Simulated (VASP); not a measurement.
```xyz
8
Lattice="0.0000 3.1312 3.1312 3.1312 0.0000 3.1312 12.5817 12.5817 -0.0569" Properties=species:S:1:pos:R:3 pbc="T T T"
Zn     3.2007     3.2007     6.1930
Zn     3.0900     3.0900     0.0412
Te     1.5706     1.5706     1.5606
Te     4.5953     4.5953     1.6671
Te     7.8714     7.8714     1.5223
Te    11.1361    11.1361     1.3888
Cd     6.2090     6.2090     0.0534
Cd    12.6112    12.6112     6.1761
```

Level of theory: PBEsol GGA, VASP's PBE PAW potentials (set 64) (plane waves; VASP). Numerical set-up: 400 eV cut-off, Gaussian smearing of 0.050 eV, potentials Zn Te Cd.

Unless said otherwise, spin-orbit coupling is left out, though it shifts the bands of the heavy elements here.

Question: Give the energies of bands 27 to 40 at the high-symmetry points, in eV from the valence-band maximum.

Answer: 
```tsv
band	Γ	T	H2	L	S0	F
27	-3.11	-1.56	-4.41	-4.54	-4.41	-4.42
28	-1.09	-1.40	-4.36	-4.43	-4.36	-4.41
29	-1.09	-1.07	-3.16	-2.48	-3.15	-2.48
30	-0.66	-1.07	-3.04	-2.40	-3.04	-2.46
31	-0.66	-0.74	-2.81	-2.23	-2.82	-2.26
32	-0.43	-0.74	-2.63	-1.84	-2.63	-2.16
33	-0.43	-0.30	-1.85	-1.72	-1.89	-1.66
34	-0.17	-0.30	-1.79	-1.61	-1.73	-1.49
35	0.00	-0.07	-1.66	-1.22	-1.72	-0.99
36	0.00	-0.07	-1.62	-0.98	-1.58	-0.86
37	0.73	1.27	2.80	2.06	2.73	1.58
38	1.28	1.41	2.88	2.22	3.08	2.07
39	1.94	1.92	3.34	2.45	3.10	2.23
40	2.29	2.20	3.47	2.75	3.59	2.72
```

The gap is direct, 0.73 eV, from the valence maximum at Γ to the conduction minimum at Γ.

The structure was generated: Cd2Zn2Te4 was put into an ordered model structure (R3m), which need not be its known phase. It was relaxed first.
